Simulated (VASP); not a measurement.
Crystal: LaSc.

```xyz
2
Lattice="3.9480 0.0000 0.0000 0.0000 3.9480 0.0000 0.0000 0.0000 3.9480" Properties=species:S:1:pos:R:3 pbc="T T T"
La    0.0000    0.0000    0.0000
Sc    1.9740    1.9740    1.9740
```

The cell was built by a generator and needn't be a form met in nature.

```yaml
Program: VASP 6.6.1
Task: relaxation of cell and atoms
Functional: revPBE
Dispersion: dDsC
Potentials_or_basis: VASP PAW PBE potentials, release 64 (La, Sc_sv)
Cutoff: 600 eV
k_mesh: 7 × 7 × 7
Occupations: fermi-dirac, width 0.05 eV
Spin: no spin polarisation
```

At the start: pressure -2.4 GPa; volume 30.77 Å³/atom.

Task: How do energy, volume and symmetry change on relaxing?

Result: Over 3 steps the energy falls by 6.7 meV/atom and the volume is 28.71 Å³/atom (-6.7 %); space group Pm-3m (No. 221, to 0.05 Å).

Step by step:
| step | energy change (eV) | largest force (eV/Å) | pressure (GPa) | volume (Å³) |
| --- | --- | --- | --- | --- |
| 1 | 0.0000 | 0.0000 | -2.36 | 61.54 |
| 2 | -0.0141 | 0.0000 | -0.11 | 57.59 |
| 3 | -0.0133 | 0.0000 | 0.00 | 57.42 |

Final structure:
```
La Sc
1.0
     3.85789    0.00000    0.00000
     0.00000    3.85789    0.00000
     0.00000    0.00000    3.85789
La Sc
1 1
Direct
  0.00000 0.00000 0.00000
  0.50000 0.50000 0.50000
```

Caveat: the PAW data sets were made with another functional, which shifts forces and pressure a little; pairwise dispersion overbinds metals, which lowers pressure and volume.
